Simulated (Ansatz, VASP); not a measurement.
## TeIrS (1T-IrSTe, 1 layer): VASP beside Ansatz

One calculation is typed for both programs; each brings its own data sets. How far apart do they land? Of the first pair: The structure shown is the start of the Ansatz relaxation below; VASP solves that cell, so the two are compared at the walk's first step.

Program: Ansatz 0.2.0. Level of theory: plane waves, with VASP 6.6.1 beside it; single point at PBE. Results are calculated unless marked as measured.

## Step 1: The structure

The cell holds 3 atoms: 1 Te, 1 Ir and 1 S. Its edges and angles: a = 3.581 Å, b = 3.581 Å, c = 19.782 Å, α = 90.0°, β = 90.0°, γ = 120.0°. Vacuum lies along c.

## Step 2: Ansatz: relaxation, PBE

Ansatz runs on its default PAW (the set named soft_2) files.

The two programs are compared at the cell with which this relaxation starts, whose forces are those of its first step.

The input, input.yaml:

```yaml
crystal:
  lattice:
    - [3.581057, 0.0, 0.0]
    - [-1.7905285, 3.1012863344, 0.0]
    - [0.0, 0.0, 19.7816086487]
  atoms:
    - { symbol: Te, position: [0.6666666667, 0.3333333333, 0.4296920514] }
    - { symbol: Ir, position: [0.0, 0.0, 0.5150172576] }
    - { symbol: S, position: [0.3333333333, 0.6666666667, 0.5703079486] }
kpoints:
  mp_grid: { grid: [12, 12, 1] }
hamiltonian:
  xc: pbe
scf:
  occupations: { method: fermi_dirac, width: 0.05 }
  convergence: { dr2_threshold: 1.0e-08 }
efield:
  axis: 3
  dipole_correction: true
  ramp_position: 0.97
  ramp_width: 0.04
relax:
  f_tol: 0.01
  cell: { fix: [c, alpha, beta] }
output:
  write_potential: true
  write_density: true
  volumetric_format: npy
```

On the command line:

```console
ansatz run input.yaml --threads 4 --pin off --max-ram 8192MiB --backend cpu --events-out ev --progress --plain --runs-dir out
```

Numbers of over 12 decimals in the logs are rounded to 6 here.

Log:

```text
Warning: relax.cell: scf.convergence.dr2_threshold = 1e-8 eV is looser than the 3e-10 eV advised for a relaxation that steers and ends on the stress (1e-10 eV for each atom of the cell: 3). What an SCF threshold leaves in a stress goes as its square root, and in the free energy as the threshold itself, and one threshold admits the most on a small cell: [figures from the program's tests cut] Set scf.convergence.dr2_threshold to 3e-10 eV or tighter. The threshold is an SCF's pass mark: one that does not reach it within its budget of iterations ends unconverged, or closes short of it on a stop that the run arms, and scf.convergence.dr2_threshold's page says what that costs each kind of run
Engine: ansatz 0.2.0, x86_64-unknown-linux-gnu
Pseudopotentials: kind: paw
Pseudopotential: Te, paw, valence charge 16, recommended cutoff 420 eV (normal), Te.paw.azcp
Pseudopotential: Ir, paw, valence charge 17, recommended cutoff 420 eV (normal), Ir.paw.azcp
Pseudopotential: S, paw, valence charge 6, recommended cutoff 420 eV (normal), S.paw.azcp
Functional definition: PBE
  parameter kappa = 0.804
  parameter beta = 0.066725
  exchange = pbe_x(kappa = kappa, mu = beta*pi^2/3)
  correlation = pbe_c(beta = beta)
Crystal: 3 atoms, lattice volume = 219.692 Å³
Basis set: ecut = 420 eV, 4213 PW (Γ), exchange–correlation on 48×48×270 points (8 copies of the dense FFT grid, shifted against one another)
Bands: 24, of which v1, the nominal top of the filled ones, is band 20 counted from 1 (19 counted from 0)
Symmetry: 6 space group operations
Space group: P3m1 (ITA 156), of the structure as read, at distance tolerance 6.0e-5 Å
k-points: 19 of 144 (time reversal used)
Non-local potential: Te, projectors of the file, l = 0: 2, l = 1: 2, l = 2: 2, l = 3: 2
Non-local potential: Ir, projectors of the file, l = 0: 3, l = 1: 2, l = 2: 2, l = 3: 1
Non-local potential: S, projectors of the file, l = 0: 2, l = 1: 2, l = 2: 2
PAW form: soft (Blöchl's): semilocal exchange-correlation on the pseudo side does not see the compensation charge
PAW one-centre angular grid: Te, 590 points (default); XC on 64 Gauss nodes
PAW one-centre angular grid: Ir, 590 points (default); XC on 64 Gauss nodes
PAW one-centre angular grid: S, 110 points (default); XC on 64 Gauss nodes
Initial density: superposition of atomic densities (neutral atoms: chi_scale 0, normalization atom), corrected by the library's trained network
Initial wavefunctions: pseudopotential atomic-orbital guess
Functional: x = pbe(κ = 0.804, μ = 0.219515), c = pbe(β = 0.066725)
SCF iter   1: F=—  HF=-19817.735819 eV  |F-HF|=—  |Δ(HF+E_count)|=         —  Δρ=3.90e-3  dr2=5.71e-2  ethr=1.77e-3  p=-0.077 e·Å  D=-6.35e-2 V/Å  ΔV_dip=1.26 eV  dr2_dipole=1.23e-2  V_vac-E_F(+/−)=5.35/4.10 eV  ⟨swp⟩=9.3  Hψ=2639  notcnv=0
efield: sawtooth ramp at fractional position 0.9700 (set: `efield.ramp_position`, or a place that a band, a saddle search or an elastic batch's reference lends), width 0.0400; the density the first Hamiltonian is built on has a dipole p = -0.077 e·Å; the dipole correction subtracts the counter field D = -6.35e-2 V/Å, which shifts the + side's vacuum level by +1.26 eV against the − side's; the planar-averaged density in the ramp window peaks in size at 1.0e-5 e/Å³
preconditioner: auto → LDOS  [metal: Δε(μ)=0.072 eV  Ē_g=8.467 eV  σ=0.050 eV  W_gap=0.34  n_scr=18 (ndim 8)  ℏωp=11.5 eV  f_vac=0.676  D(μ)=2.22/eV (n_scr^D=8)  β→1.0]
SCF iter   2: F=—  HF=-19817.737341 eV  |F-HF|=—  |Δ(HF+E_count)|=   1.52e-3  Δρ=2.26e-3  dr2=2.49e-2  ethr=1.46e-4  p=-0.045 e·Å  D=-3.71e-2 V/Å  ΔV_dip=0.73 eV  dr2_dipole=3.58e-4  V_vac-E_F(+/−)=5.35/4.61 eV  ⟨swp⟩=4.4  Hψ=1199  notcnv=0
SCF iter   3: F=—  HF=-19817.731899 eV  |F-HF|=—  |Δ(HF+E_count)|=   5.44e-3  Δρ=8.76e-4  dr2=3.13e-3  ethr=6.39e-5  p=-0.052 e·Å  D=-4.25e-2 V/Å  ΔV_dip=0.84 eV  dr2_dipole=3.76e-4  V_vac-E_F(+/−)=5.30/4.46 eV  ⟨swp⟩=3.0  Hψ=885  notcnv=0
SCF iter   4: F=—  HF=-19817.731345 eV  |F-HF|=—  |Δ(HF+E_count)|=   5.54e-4  Δρ=2.54e-4  dr2=3.24e-4  ethr=8.02e-6  p=-0.049 e·Å  D=-4.03e-2 V/Å  ΔV_dip=0.80 eV  dr2_dipole=5.21e-5  V_vac-E_F(+/−)=5.29/4.49 eV  ⟨swp⟩=2.4  Hψ=777  notcnv=0
SCF iter   5: F=—  HF=-19817.731335 eV  |F-HF|=—  |Δ(HF+E_count)|=   1.01e-5  Δρ=6.61e-5  dr2=1.85e-5  ethr=8.31e-7  p=-0.048 e·Å  D=-3.93e-2 V/Å  ΔV_dip=0.78 eV  dr2_dipole=2.99e-6  V_vac-E_F(+/−)=5.27/4.50 eV  ⟨swp⟩=2.2  Hψ=607  notcnv=0
SCF iter   6: F=—  HF=-19817.731364 eV  |F-HF|=—  |Δ(HF+E_count)|=   2.84e-5  Δρ=1.69e-5  dr2=1.38e-6  ethr=4.74e-8  p=-0.048 e·Å  D=-3.91e-2 V/Å  ΔV_dip=0.77 eV  dr2_dipole=1.01e-7  V_vac-E_F(+/−)=5.27/4.50 eV  ⟨swp⟩=2.1  Hψ=670  notcnv=0
[...]
SCF 8 converged in 6 iterations: F = -19817.776207 eV  dr2 = 7.88e-10
relax step   8: F+E_penalty+E_count = -19817.77620700 eV  Δ(F+E_penalty+E_count) = +2.479e-4 eV  max|allowed force component| = 8.222e-2 eV/Å  Δτ_max = 0.0037 Å  P = +0.094 GPa  Ω = 219.308 Å³  energy of the carried Pulay correction = +2.424e-5 eV  fix = [c, alpha, beta]  (6 SCF iters, rejected (line search))
[...]
relax step   9: F+E_penalty+E_count = -19817.77649173 eV  Δ(F+E_penalty+E_count) = -3.687e-5 eV  max|allowed force component| = 1.722e-4 eV/Å  Δτ_max = 0.0008 Å  P = -0.001 GPa  Ω = 219.746 Å³  energy of the carried Pulay correction = -3.384e-6 eV  fix = [c, alpha, beta]  reactions: c +0.000 GPa  (6 SCF iters, accepted)
[...]
relax step  10: F+E_penalty+E_count = -19817.77649468 eV  Δ(F+E_penalty+E_count) = -2.950e-6 eV  max|allowed force component| = 1.442e-4 eV/Å  Δτ_max = 0.0000 Å  P = -0.001 GPa  Ω = 219.746 Å³  fix = [c, alpha, beta]  reactions: c +0.000 GPa  stress off target by 1.59e-3 GPa on what of the cell is left free  SCF on the basis re-selected at this cell (its energy is not comparable with the rows above)  (3 SCF iters)
basis re-selected at this cell: Δ(F+E_penalty+E_count) = -2.950e-6 eV, ΔP = -0.000 GPa vs the last step (what re-selecting the basis moved, of the pressure what is left beyond the Pulay correction that the steps carried, after the strain that the cell walked since its last selection, with what the two solves' SCF thresholds leave and, on support functions, any second-order correction that the steps lacked; it is no m [...]
SCF converged after 3 iterations
Free energy (F): -19817.776495 eV
Harris-Foulkes:  -19817.776495 eV  (|F-HF|=2.75e-9)
Internal energy: -19817.764003 eV  (E = F + TS)
E sigma→0 (E₀):  -19817.770249 eV
Entropy (-TS):   -0.012492 eV (-4.164 meV/atom)
Fermi energy:    0.200672 eV
Dipole field:    D = -0.039447 V/Å  (p = -0.047904 e·Å, saw-weighted, corrected)
Work function:   Φ+ = 5.2257 eV   Φ− = 4.4454 eV
Levels:          The Fermi level and band energies are counted from a zero that moves with the ramp; work functions are not
--- Per-component energies (eV) ---
  E_band       = -950.430448
  E_kinetic    = 910.993674
  E_local      = -28272.440028  (includes V_loc(G=0)·N_el)
  E_nonlocal   = -208.250128
  E_hartree    = 13863.810933
  E_xc         = -488.514663
  E_vxc        = -490.496494  (∫ρ·V_xc dr)
  E_paw        = -14486.681152  (= ΣΔE_a)
  E_vpaw       = -617.792931  (= ΣTr[D̂ρ^β])
  E_aug_tail   = -0.000146  (compensation charges beyond the density's cutoff)
  E_efield     = 0.000945  (sawtooth field / dipole correction)
  E_vefield    = -0.058536  (∫n·V_field dr)
  E_ewald      = 8863.316563
  E_smearing   = -0.012492  (= −TS)
  E_closure    = -0.000000  (closes the sum)
  Σ components = -19817.776495   (vs F -19817.776495, Δ=0.00e0)
--- Forces (eV/Å), atoms counted from 1 ---
  atom   1  Te     0.00000000     0.00000000    -0.00010828
  atom   2  Ir    -0.00000000     0.00000000     0.00014264
  atom   3  S      0.00000000     0.00000000    -0.00003920
  max |Σ_I F_I| component: 4.84e-6 eV/Å
--- Stress (GPa, compression-positive) ---
       -0.001589      -0.000000       0.000000
       -0.000000      -0.001589      -0.000000
        0.000000      -0.000000       0.000172
  P = ⅓ Tr σ = -0.0010 GPa (-0.010 kbar)
--- Band table (eV; the first three rows and the last of 19) ---
  k-point 0: bands = [... 16 lower, -2.3124, -0.0705, 0.5574, 0.5574, 3.3708, 3.3708, 3.7109, 4.7927]
  k-point 1: bands = [... 16 lower, -2.3740, -0.4626, 0.5728, 0.6549, 2.7724, 3.2065, 3.9001, 5.0399]
  k-point 2: bands = [... 16 lower, -2.3211, -0.9842, 0.5229, 0.5718, 1.9285, 2.9021, 4.3233, 5.4156]
  k-point 18: bands = [... 16 lower, -3.2193, -1.4509, -1.0113, -0.3678, 0.9388, 2.7391, 4.5866, 6.9695]
--- Relaxed structure (9 steps of the walk, 7 accepted, 1 SCFs on fresh bases) ---
  F+E_penalty+E_count = -19817.77649468 eV   max|allowed force component| = 1.442e-4 eV/Å   (the final SCF, on the basis selected at the relaxed cell)
  cell:  # Å, volume = 219.7459 Å³
    - [3.581494, 0.0, 0]
    - [-1.790747, 3.101665, 0]
    - [0, 0, 19.7816086487]
  atoms:
    - { symbol: Te, position: [0.666667, 0.333333, 0.425510] }
    - { symbol: Ir, position: [1.427425210410742e-18, 0, 0.517033] }
    - { symbol: S, position: [0.333333, 0.666667, 0.572475] }
```

## Step 3: VASP: single point, PBE, start cell, pair 1

The same cell, functional, mesh and smearing now go to VASP, with its own data sets.

Lines of VASP's logs that name or quote its potential files are left out, and so is its time.

The input, INCAR:

```
SYSTEM = TeIrS
PREC = Accurate
ENCUT = 400
EDIFF = 1E-06
NELM = 120
ISMEAR = -1
SIGMA = 0.05
LREAL = .FALSE.
ALGO = Normal
GGA = PE
NBANDS = 16
LASPH = .TRUE.
LORBIT = 11
LWAVE = .FALSE.
LCHARG = .FALSE.
ISIF = 2
LDIPOL = .TRUE.
IDIPOL = 3
DIPOL = 0.5 0.5 0.505
LVHAR = .TRUE.
GGA_COMPAT = .FALSE.
NELMDL = -8
```

The input, POSCAR:

```
TeIrS
1.0
    3.5810570000      0.0000000000      0.0000000000
   -1.7905280000      3.1012860000      0.0000000000
    0.0000000000      0.0000000000     19.7816090000
Te Ir S
1 1 1
Direct
    0.6666664805      0.3333333333      0.4296920438
    0.9999998138      1.0000000000      0.5150172567
    0.3333331472      0.6666666666      0.5703079562
```

The input, KPOINTS:

```
Automatic mesh
0
Gamma
12 12 1
0 0 0
```

Potentials, in the order of the species: Te, Ir and S (PBE family, release 64).

On the command line:

```console
mpirun -np 1 vasp_std
```

Log:

```text
[banner, memory and clock lines left out]
running    1 mpi-ranks, on    1 nodes
 distrk:  each k-point on    1 cores,    1 groups
 distr:  one band on    1 cores,    1 groups

 POSCAR found type information on POSCAR TeIrS
 POSCAR found :  3 types and       3 ions
 LDA part: xc-table for (Slater+PW92), standard interpolation
 POSCAR, INCAR and KPOINTS ok, starting setup
 FFT: planning ... GRIDC
 FFT: planning ... GRID_SOFT
 FFT: planning ... GRID
 WAVECAR not read
 entering main loop
       N       E                     dE             d eps       ncg     rms          rms(c)
DAV:   1     0.143267397919E+03    0.14327E+03   -0.61115E+03   608   0.771E+02
DAV:   2    -0.320484174665E+01   -0.14647E+03   -0.13703E+03   816   0.212E+02
DAV:   3    -0.168045649893E+02   -0.13600E+02   -0.13334E+02   816   0.671E+01
DAV:   4    -0.171209419011E+02   -0.31638E+00   -0.31520E+00   856   0.123E+01
DAV:   5    -0.171261992349E+02   -0.52573E-02   -0.52552E-02   944   0.134E+00
DAV:   6    -0.171262578689E+02   -0.58634E-04   -0.58633E-04   872   0.130E-01
DAV:   7    -0.171262591732E+02   -0.13043E-05   -0.13041E-05   960   0.156E-02
DAV:   8    -0.171262591865E+02   -0.13327E-07   -0.13506E-07   648   0.167E-03    0.175E+01
DAV:   9    -0.166529023212E+02    0.47336E+00   -0.27154E+00   960   0.193E+01    0.897E+00
DAV:  10    -0.166392572685E+02    0.13645E-01   -0.12866E+00   896   0.145E+01    0.414E+00
DAV:  11    -0.165311220379E+02    0.10814E+00   -0.35155E-01   880   0.801E+00    0.108E+00
DAV:  12    -0.165271320230E+02    0.39900E-02   -0.46470E-02   864   0.132E+00    0.496E-01
DAV:  13    -0.165274268294E+02   -0.29481E-03   -0.46813E-03   784   0.444E-01    0.384E-01
DAV:  14    -0.165273713631E+02    0.55466E-04   -0.93182E-04   904   0.248E-01    0.146E-01
[...]
DAV:  19    -0.165273505702E+02   -0.71618E-04   -0.14619E-05   784   0.146E-02    0.189E-02
DAV:  20    -0.165273697656E+02   -0.19195E-04   -0.22916E-06   728   0.805E-03    0.416E-03
DAV:  21    -0.165273767699E+02   -0.70043E-05   -0.48253E-07   608   0.510E-03    0.418E-03
DAV:  22    -0.165273815123E+02   -0.47424E-05   -0.56575E-07   608   0.331E-03    0.337E-03
DAV:  23    -0.165273844036E+02   -0.28912E-05   -0.15933E-07   640   0.239E-03    0.176E-03
DAV:  24    -0.165273854942E+02   -0.10907E-05   -0.33341E-08   688   0.132E-03    0.887E-04
DAV:  25    -0.165273879772E+02   -0.24829E-05   -0.26830E-07   664   0.226E-03    0.851E-04
DAV:  26    -0.165273886506E+02   -0.67344E-06   -0.21780E-08   688   0.169E-03
   1 F= -.16527389E+02 E0= -.16518406E+02  d E =-.179661E-01
```

OUTCAR, selected parts (step 3):

```text
ion  position               nearest neighbor table
   1  0.667  0.333  0.430-   2 2.67   2 2.67   2 2.67
   2  1.000  0.000  0.515-   3 2.34   3 2.34   3 2.34   1 2.67   1 2.67   1 2.67
   3  0.333  0.667  0.570-   2 2.34   2 2.34   2 2.34

  LATTYP: Found a hexagonal cell.
 ALAT       =     3.5810570000
 C/A-ratio  =     5.5239581498

 Subroutine GETGRP returns: Found  6 space group operations
 (whereof  6 operations were pure point group operations)

The static configuration has the point symmetry C_3v.

 Found     19 irreducible k-points:

   k-points           NKPTS =     19   k-points in BZ     NKDIM =     19   number of bands    NBANDS=     16

   dimension x,y,z NGX =    24 NGY =   24 NGZ =  140
   dimension x,y,z NGXF=    48 NGYF=   48 NGZF=  280

   ENCUT  =  400.0 eV  29.40 Ry    5.42 a.u.   5.84  5.84 32.26*2*pi/ulx,y,z

   NELECT =      21.0000    total number of electrons

 k-points in reciprocal lattice and weights: Automatic mesh
   0.00000000  0.00000000  0.00000000       0.007
   0.08333333  0.00000000  0.00000000       0.042
   0.16666667  0.00000000  0.00000000       0.042
   0.25000000  0.00000000  0.00000000       0.042
   0.33333333  0.00000000  0.00000000       0.042
   0.41666667  0.00000000  0.00000000       0.042
   0.50000000  0.00000000  0.00000000       0.021
   0.08333333  0.08333333  0.00000000       0.042
   0.16666667  0.08333333  0.00000000       0.083
[...]
0.33333333  0.25000000  0.00000000       0.083
   0.33333333  0.33333333  0.00000000       0.014

 dipolmoment           0.000000      0.000000      0.046206 electrons x Angstroem

 average (electrostatic) potential at core
       1 -96.2487       2 -59.8542       3 -93.7553

 E-fermi :  -1.3920

 k-point     1 :       0.0000    0.0000    0.0000
  band No.  band energies     occupation
    ...
      5      -6.9345      2.00000
      6      -3.9861      2.00000
      7      -3.9861      2.00000
      8      -3.9274      2.00000
      9      -1.7178      1.99705
     10      -1.1820      0.02960
     11      -1.1820      0.02960
     12       2.0257      0.00000
     13       2.0257      0.00000
     14       2.2426      0.00000
    ...

 k-point     2 :       0.0833    0.0000    0.0000
  band No.  band energies     occupation
    ...
      5      -6.8840      2.00000
      6      -4.1311      2.00000
      7      -4.0621      2.00000
      8      -3.8211      2.00000
      9      -2.1234      2.00000
     10      -1.1501      0.01573
     11      -1.0258      0.00132
     12       1.3823      0.00000
     13       1.8439      0.00000
     14       2.4288      0.00000
    ...

 k-point     3 :       0.1667    0.0000    0.0000
  band No.  band energies     occupation
    ...
      5      -6.7514      2.00000
      6      -4.6563      2.00000
      7      -4.2163      2.00000
      8      -3.6976      2.00000
      9      -2.5662      2.00000
     10      -1.1663      0.02170
     11      -1.0137      0.00104
     12       0.4647      0.00000
     13       1.5164      0.00000
     14       2.8424      0.00000
    ...

  Total        2.2029228      2.2029223      1.6281661      0.0000004      0.0000000      0.0000000
  in kB       16.0655351     16.0655316     11.8739341      0.0000026      0.0000000      0.0000000
  external PRESSURE =      14.6683336 kB  Pullay stress =       0.0000000 kB

  energy-cutoff  :      400.00
  volume of cell :      219.69
      direct lattice vectors                 reciprocal lattice vectors
     3.581057000  0.000000000  0.000000000     0.279247161  0.161223396  0.000000000
    -1.790528000  3.101286000  0.000000000     0.000000000  0.322446882  0.000000000
     0.000000000  0.000000000 19.781609000     0.000000000  0.000000000  0.050552005

 POSITION                                       TOTAL-FORCE (eV/Angst)
 -----------------------------------------------------------------------------------
      1.79053      1.03376      8.50000         0.000000      0.000000     -0.759992
      3.58106      0.00000     10.18787         0.000000      0.000000      0.435241
     -0.00000      2.06752     11.28161        -0.000000      0.000000      0.324751
 -----------------------------------------------------------------------------------
    total drift:                                0.000586      0.000001     -0.000005

  FREE ENERGIE OF THE ION-ELECTRON SYSTEM (eV)
  ---------------------------------------------------
  free  energy   TOTEN  =       -16.5273886506 eV

  energy  without entropy=      -16.5094225645  energy(sigma->0) =      -16.51840561

 vacuum level on the upper side and lower side of the slab         3.867         3.114

 total charge
# of ion       s       p       d       tot
------------------------------------------
    1        1.396   1.923   0.061   3.380
    2        0.659   0.659   7.160   8.478
    3        1.348   2.276   0.000   3.624
--------------------------------------------------
tot          3.402   4.858   7.221  15.482

[... 3 further parts left out ...]
```

This run has no spin polarisation, so a moment on Ir, if there is one, isn't seen. Its electron count is odd, so without a moment it is a metal by construction.

## Step 4: Side by side

Known differences besides the potentials themselves: the data sets hold 39 valence electrons in Ansatz (on its default PAW (the set named soft_2) files) and 21 in VASP; the cutoff is 420 eV in Ansatz and 400 eV in VASP. Total energies have different zeros and are not compared.

Forces (eV/Å; atoms numbered as in POSCAR):

```
atom        Ansatz x, y, z          VASP x, y, z
 Te1  0.000, 0.000, -0.757  0.000, 0.000, -0.760
 Ir2   0.000, 0.000, 0.472   0.000, 0.000, 0.435
  S3   0.000, 0.000, 0.285   0.000, 0.000, 0.325
```

The forces differ by 18 meV/Å r.m.s., which is 5.9 % of the r.m.s. force of 0.311 eV/Å (both taken over all components). With vacuum in the cell, a pressure given here is an average over mostly empty space and none of the material.

## Step 5: What the set-up changes

Further runs change the set-up of one program: Ansatz's method, potentials or start, or VASP's data sets, cutoff or form of LDA. The table gives that difference for each run.

```
                                                              run  r.m.s. force difference (meV/Å)
                                                         as above                               18
VASP with the data sets Te_sv_GW, Ir and S and a cutoff of 520 eV                               17
```

(Continued in part 2 of 2.)

[Lines on the potential files, build, host, timing and source positions are cut from VASP's logs without a mark.]

[Logs are printed without paths, hosts, clocks, repeated set-up lines and the standing remarks that a program may print on its own settings, such as how far it seeks lower states.]

[Hosts, paths, dates, database ids (printed as entryN), source tags and the programs' standing remarks are cut or masked in the printed files.]
